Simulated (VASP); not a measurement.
Input of a VASP 6.6.1 run:

File INCAR:

```
SYSTEM = Al3BiO3
PREC = Normal
ENCUT = 520
EDIFF = 1E-4
ISMEAR = 0
SIGMA = 0.15
LREAL = Auto
LASPH = .TRUE.
NELM = 60
ALGO = Fast
ISIF = 3
LWAVE = .FALSE.
LCHARG = .FALSE.
GGA = PE
IBRION = 2
NSW = 24
EDIFFG = -0.08
```

KPOINTS

```
regular mesh
0
G
  2 2 5
  0 0 0
```

File POSCAR:

```
Al3BiO3
1.0
    8.7000000000      0.0000000000      0.0000000000
   -4.3500000000      7.5344210100      0.0000000000
    0.0000000000      0.0000000000      3.0500000000
Al Bi O
6 2 6
Direct
    0.5950000100      0.8260000100      0.2500000000
    0.8260000100      0.2310000000      0.7500000000
    0.2310000000      0.4049999900      0.2500000000
    0.4049999900      0.1739999900      0.7500000000
    0.7690000000      0.5950000100      0.7500000000
    0.1739999900      0.7690000000      0.2500000000
    0.6666666700      0.3333333300      0.7500000000
    0.3333333300      0.6666666700      0.2500000000
    0.6700000100      0.9690000100      0.7500000000
    0.9690000100      0.2990000000      0.2500000000
    0.2990000000      0.3299999900      0.7500000000
    0.3299999900      0.0309999900      0.2500000000
    0.7010000000      0.6700000100      0.2500000000
    0.0309999900      0.7010000000      0.7500000000
```

Potentials or basis: VASP PAW PBE potentials, release 64 (Al, Bi_d, O).

The run is started by

```bash
$ cat potpaw_PBE.64/Al/POTCAR potpaw_PBE.64/Bi_d/POTCAR potpaw_PBE.64/O/POTCAR > POTCAR
$ mpirun -np 1 vasp_std > vasp.out
```

Predict the relaxed volume.

17.91 Å³/atom.

Predict the space group after relaxing (to 0.05 Å).

P6_3/m (No. 176).

Forces in eV/Å, atoms in the order of the input:
```
Al   0.000 -0.026  0.000
Al  -0.022 -0.013  0.000
Al  -0.023  0.013  0.000
Al   0.000  0.026  0.000
Al   0.023 -0.013  0.000
Al   0.022  0.013  0.000
Bi   0.000  0.000  0.000
Bi   0.000  0.000  0.000
O    0.008 -0.027  0.000
O   -0.019 -0.020  0.000
O   -0.027  0.007  0.000
O   -0.008  0.027  0.000
O    0.027 -0.007  0.000
O    0.019  0.020  0.000
```

Caveat: the k mesh is coarse (spacing up to 0.42 Å⁻¹), so the values aren't converged; the volume moved by over 15 % at a fixed basis, so the end points are rough; the relaxation stopped at a loose force limit of 0.08 eV/Å, so its end isn't a converged minimum.
